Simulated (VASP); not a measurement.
Level of theory: r2SCAN meta-GGA, VASP's PBE PAW potentials (set 64) (plane waves; VASP).

The input files of a VASP run:

**INCAR**
```
# general
SYSTEM  = AlGaN2
PREC    = Accurate
ENCUT   = 520
LREAL   = .False.
LASPH   = .True.

# electronic loop
EDIFF   = 1E-6
NELM    = 100
ALGO    = Normal
LMAXMIX = 4
LMIXTAU = .True.

# smearing
ISMEAR  = 0
SIGMA   = 0.05

# functional
METAGGA = R2SCAN

# ions
IBRION  = 2
NSW     = 60
ISIF    = 3
EDIFFG  = -0.02

# output
LWAVE   = .False.
LCHARG  = .False.
```

**KPOINTS**
```
Regular mesh
0
gamma
  6 6 5
```

File POSCAR:
```
AlGaN2
1
    3.1441054477     0.0000000000     0.0000000000
    0.0000000000     3.1441054477     0.0000000000
    0.0000000000     0.0000000000     4.4231803760
Al Ga N
1 1 2
Direct
  0.5000000000   0.5000000000   0.5000000000
  1.0000000000   1.0000000000   0.0000000000
  0.5000000000   1.0000000000   0.7399616232
  0.0000000000   0.5000000000   0.2600383768
```

POTCAR, in this order: Al Ga_d N (PBE.64 set). Program: vasp_std.

Problem. What does the run give for the energy per atom (σ→0), volume per atom, band gap (on the k-mesh)?

Solution. 
```
Item                               Result
------------------------  ---------------
energy per atom (σ→0)     -10.268 eV/atom
band gap (on the k-mesh)          3.37 eV
volume per atom             10.90 Å³/atom
```

**OSZICAR**
```
...
DAV:   2    -0.410738490712E+02    0.19600E-03   -0.13274E-03  1513   0.782E-01    0.502E-02
DAV:   3    -0.410737801783E+02    0.68893E-04   -0.25077E-04  1579   0.375E-01    0.165E-02
DAV:   4    -0.410737996267E+02   -0.19448E-04   -0.11825E-04  1052   0.119E-01    0.118E-02
DAV:   5    -0.410738222250E+02   -0.22598E-04   -0.15018E-05  1042   0.497E-02    0.794E-03
DAV:   6    -0.410738180748E+02    0.41502E-05   -0.31273E-06   950   0.246E-02    0.156E-03
DAV:   7    -0.410738231615E+02   -0.50867E-05   -0.17118E-06   821   0.200E-02    0.837E-04
DAV:   8    -0.410738240869E+02   -0.92540E-06   -0.20317E-07   540   0.614E-03
   3 F= -.41073824E+02 E0= -.41073824E+02  d E =-.153266E-02
```

The structure comes from a computed database's AlGaN2 entry (P-4m2); how it stands against other phases isn't given here. This run relaxes it. Symmetry was kept, so distortions that lower it aren't found. The start is the result of an earlier pass.
